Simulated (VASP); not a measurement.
A convergence study with VASP on CaF₂ (fluorite): one setting is varied, all else stays as given below, so the limit is that of these other settings. Each run relaxes cell and ions from the cell shown. The basis is that of the starting cell, so low cut-offs carry a Pulay error.

```yaml
crystal:
  lattice:
    - [0.00000, 2.73000, 2.73000]
    - [2.73000, 0.00000, 2.73000]
    - [2.73000, 2.73000, 0.00000]
  atoms:
    - { symbol: Ca, position: [0.00000, 0.00000, 0.00000] }
    - { symbol: F, position: [0.25000, 0.25000, 0.25000] }
    - { symbol: F, position: [0.75000, 0.75000, 0.75000] }
```

Calculation: PBEsol GGA, VASP's PBE PAW potentials (set 64) (plane waves; VASP). The tightest run used: 800 eV cut-off, 6×6×6 Γ-centred mesh, Gaussian smearing of 0.050 eV, potentials Ca_sv F.

Gaps are read on the run's mesh, which can miss a band edge.

| setting | relaxed volume (Å³/atom) | E (eV/atom) | gap on the mesh (eV) | plane waves |
|---|---|---|---|---|
| ENCUT = 300 | 10.707 | -6.7072 | 8.627 | 531 |
| ENCUT = 350 | 11.763 | -6.1541 | 7.984 | 620 |
| ENCUT = 400 | 12.600 | -6.0110 | 7.552 | 754 |
| ENCUT = 450 | 13.085 | -5.9734 | 7.310 | 899 |

Q: These are the cheaper rows. Estimate the results at ENCUT = 800, and how far the last row shown lies from them.

A: 
```csv
quantity,tightest run,last row shown is off by
relaxed volume (Å³/atom),13.333,-0.249
E (eV/atom),-5.9701,-0.0032
gap on the mesh (eV),7.202,0.107
```

Left out are rungs that failed or repeat a setting and relaxations that didn't move; long series are thinned to 24 rows.

The compound is CaF2 in the fluorite structure.
